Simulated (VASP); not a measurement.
The cell holds one HfC (rock salt) (100) slab, with vacuum along c, ions free to move until forces fall under 0.03 eV/Å, no reconstruction beyond this cell, dipole correction on.

Here is the system:

```xyz
8
Lattice="3.2770 0.0000 0.0000 0.0000 3.2770 0.0000 0.0000 0.0000 24.2509" Properties=species:S:1:pos:R:3 pbc="T T T"
Hf     0.0000     1.6385     8.7362
Hf     1.6385     0.0000    10.9846
Hf     0.0000     1.6385    13.2662
Hf     1.6385     0.0000    15.5146
C      0.0000     1.6385    10.9602
C      1.6385     0.0000     8.6541
C      0.0000     1.6385    15.5968
C      1.6385     0.0000    13.2906
```

The numbers are results of r2SCAN meta-GGA, VASP's PBE PAW potentials (set 64) (plane waves; VASP), not measurements. Numerical set-up: 450 eV cut-off, 8×8×1 Γ-centred mesh, first-order Methfessel-Paxton smearing of 0.10 eV, potentials Hf_pv C.

Slab and bulk use different k-meshes, so the surface energy is good to a few per cent at best. Unless said otherwise, spin-orbit coupling is left out, though it shifts the bands of the heavy elements here.

### Question
Predict its surface energy, work function, band gap (on the k-mesh).

### Answer

| Item | Result |
|---|---|
| surface energy | 1.91 J/m² |
| work function | 4.09 eV |
| band gap (on the k-mesh) | none (metal, semimetal or under 0.01 eV) |

The cell is a thin slab with vacuum, built from HfC (rock salt): (100) face.
